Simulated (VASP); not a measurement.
Si₂Mo (space group P6_222): the band gap from VASP (plane waves, PAW) at several levels of theory. Gaps are without spin-orbit coupling. Each level names its cell: its own relaxed one, PBE's, or the starting one. A gap is the smallest over the k-mesh and a band path; hybrids may have named points in place of the path, and GW has the mesh alone.

```tsv
level	band gap (eV)
PBEsol (own cell)	0.03
r2SCAN (own cell)	0.15
```

The cell of the PBEsol (own cell) run:

```cif
data_Mo3Si6
_chemical_formula_sum 'Si6 Mo3'
_space_group_name_H-M_alt 'P 1'
_space_group_IT_number 1
_cell_length_a 4.57578
_cell_length_b 4.57578
_cell_length_c 6.56418
_cell_angle_alpha 90.000
_cell_angle_beta 90.000
_cell_angle_gamma 120.000
loop_
_space_group_symop_operation_xyz
  'x, y, z'
loop_
_atom_site_label
_atom_site_type_symbol
_atom_site_fract_x
_atom_site_fract_y
_atom_site_fract_z
_atom_site_occupancy
Si1 Si 0.16415 0.83585 0.83333 1
Si2 Si 0.32830 0.16415 0.16667 1
Si3 Si 0.16415 0.32830 0.50000 1
Si4 Si 0.83585 0.16415 0.83333 1
Si5 Si 0.67170 0.83585 0.16667 1
Si6 Si 0.83585 0.67170 0.50000 1
Mo1 Mo 0.50000 0.00000 0.50000 1
Mo2 Mo 0.50000 0.50000 0.83333 1
Mo3 Mo 0.00000 0.50000 0.16667 1
```

Only levels that ran to the end are used. Left out are those held back, those with too coarse a band path, GW runs whose mesh misses a band edge, hybrids' fits of cells that aren't cubic and levels without matching references; a question may draw on a part of the rest.

The structure comes from a computed database's Si2Mo entry (P6_222); how it stands against other phases isn't given here.
